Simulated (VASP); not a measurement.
Here is the system:

```xyz
2
Lattice="2.9928 0.0000 0.0000 0.0000 2.9928 0.0000 0.0000 0.0000 2.9928" Properties=species:S:1:pos:R:3 pbc="T T T"
Zn     1.4964     1.4964     1.4964
Cu     0.0000     0.0000     0.0000
```

These are PBE GGA, VASP's PBE PAW potentials (set 64) (plane waves; VASP) values and carry that method's errors. Run with 300 eV cut-off, 7×7×7 Γ-centred mesh, Gaussian smearing of 0.27 eV, potentials Zn Cu.

At this cut-off the stress carries a Pulay error, which pulls relaxed volumes low. Energy and stress use the plane-wave basis of the starting cell.

Problem. The ions, cell shape and volume are relaxed. Predict the relaxed structure.

Solution. 
```xyz
2
Lattice="2.9603 0.0000 0.0000 0.0000 2.9603 0.0000 0.0000 0.0000 2.9603" Properties=species:S:1:pos:R:3 pbc="T T T"
Zn     1.4801     1.4801     1.4801
Cu     0.0000     0.0000     0.0000
```
Space group Pm-3m (221), at a tolerance of 0.03 Å.

Problem. How do energy and volume change from the first to the last step?

Solution. The energy (σ→0) changes by -5.8 meV/atom and the volume by -3.2 %, in 3 ionic steps.

| step | E(σ→0) (eV) | max force (eV/Å) | pressure (GPa) | volume (Å³) |
|---|---|---|---|---|
| 1 | -5.0280 | 0.000 | -4.23 | 26.81 |
| 2 | -5.0358 | 0.000 | 2.60 | 25.45 |
| 3 | -5.0395 | 0.000 | 0.03 | 25.94 |

The structure is a typed CuZn crystal. This run relaxes it. Symmetry was kept, so distortions that lower it aren't found. The k-mesh is coarse (spacing up to 0.30 per Å, 2π included), so the numbers may not be converged in it. The run is one of a series of settings (EDIFFG = -0.01, IBRION = 2, ISIF = 3, NSW = 50 against the base run), some of them coarse on purpose. The electron count is odd and the run is not spin-polarised, which forces a metal.
